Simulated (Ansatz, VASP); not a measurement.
## Two plane-wave programs on RbNa3H4

INCAR

```
SYSTEM = RbNa3H4
PREC = Accurate
ENCUT = 520
EDIFF = 1E-6
ISMEAR = 0
SIGMA = 0.01
LREAL = .FALSE.
LASPH = .TRUE.
NELM = 100
ALGO = Fast
ISIF = 2
LWAVE = .FALSE.
LCHARG = .TRUE.
LELF = .TRUE.
LVHAR = .TRUE.
NBANDS = 27
```

The input KPOINTS:

```
regular mesh
0
G
  3 3 3
  0 0 0
```

The input POSCAR:

```
RbNa3H4
1.0
    5.2858860000      0.0000000000      0.0000000000
    0.0000000000      5.2858860000      0.0000000000
    0.0000000000      0.0000000000      5.2858860000
Rb Na H
1 3 4
Direct
    0.5000000000      0.5000000000      0.5000000000
    0.0000000000      0.0000000000      0.5000000000
    0.0000000000      0.5000000000      0.0000000000
    0.5000000000      0.0000000000      0.0000000000
    0.5000000000      0.5000000000      0.0000000000
    0.5000000000      0.0000000000      0.5000000000
    0.0000000000      0.5000000000      0.5000000000
    0.0000000000      0.0000000000      0.0000000000
```

Input for Ansatz:

```yaml
crystal:
  lattice:
    - [5.285886, 0.0, 0.0]
    - [0.0, 5.285886, 0.0]
    - [0.0, 0.0, 5.285886]
  atoms:
    - { symbol: Rb, position: [0.5, 0.5, 0.5] }
    - { symbol: Na, position: [0.0, 0.0, 0.5] }
    - { symbol: Na, position: [0.0, 0.5, 0.0] }
    - { symbol: Na, position: [0.5, 0.0, 0.0] }
    - { symbol: H, position: [0.5, 0.5, 0.0] }
    - { symbol: H, position: [0.5, 0.0, 0.5] }
    - { symbol: H, position: [0.0, 0.5, 0.5] }
    - { symbol: H, position: [0.0, 0.0, 0.0] }
kpoints:
  mp_grid:
    grid: [3, 3, 3]
    shift: [0.0, 0.0, 0.0]
hamiltonian:
  xc: lda
scf:
  occupations:
    method: fixed
  mixing:
    ndim: 5
output:
  eigenvalues: true
```

The cell comes from a database or a generator and needn't be the stable form of this composition.

Alike in both runs: task single point; functional LDA; k mesh 3 × 3 × 3; no spin polarisation.

|  | VASP | Ansatz |
| --- | --- | --- |
| version | VASP 6.6.1 | Ansatz 0.2.0 |
| potentials or method | VASP PAW LDA potentials, release 64 (Rb_sv, Na_pv, H) | plane waves, PAW |
| plane-wave cutoff (eV) | 520 | 420 |
| occupations | gaussian, width 0.01 eV | fixed |
| valence electrons in the cell | 34 | 40 |

|  | VASP | Ansatz | Ansatz less VASP |
| --- | --- | --- | --- |
| gap on the k mesh at the Fermi level (eV) | 2.96 | 2.97 | +0.003 |

The two sets of potentials don't hold the same shells in valence.

Caveats: an odd mesh through Γ misses points on the zone boundary, where band edges often lie.
